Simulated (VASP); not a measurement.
# MnSi (B20): computed properties

All values below come from PBEsol GGA, VASP's PBE PAW potentials (set 64) (plane waves; VASP 6.6.1).

* **space group**: P2_13 (198)
* **cell**: a = b = c = 4.4643 Å, α = β = γ = 90.00°
* **volume per atom**: 11.12 Å³/atom
* **band gap (over mesh and band path)**: none (metal, semimetal or under 0.01 eV)
* **cell moment**: 3.77 μB
* **density**: 6.20 g/cm³

```
CELL_PARAMETERS angstrom
      4.46435     0.00000     0.00000
      0.00000     4.46435     0.00000
      0.00000     0.00000     4.46435
ATOMIC_POSITIONS crystal
  Mn 0.86275 0.63725 0.36275
  Mn 0.36275 0.86275 0.63725
  Mn 0.13725 0.13725 0.13725
  Mn 0.63725 0.36275 0.86275
  Si 0.15454 0.34546 0.65454
  Si 0.65454 0.15454 0.34546
  Si 0.84546 0.84546 0.84546
  Si 0.34546 0.65454 0.15454
```
Starting moments (μB, in the order of the record's atoms Mn Mn Mn Mn Si Si Si Si): 0.9 0.9 0.9 0.9 0.0 0.0 0.0 0.0.

Measured: a 4.560 Å (computed value off by -2.1 %), as given by Wikipedia, Manganese monosilicide. The calculation is for a static lattice, while the measured a holds thermal and zero-point effects, which are part of the difference. The moments were started parallel, and other spin orders were not tried in this run.

The compound is MnSi in the B20 structure. It was relaxed first, which changed the volume by -6 %. Symmetry was kept, so distortions that lower it aren't found.
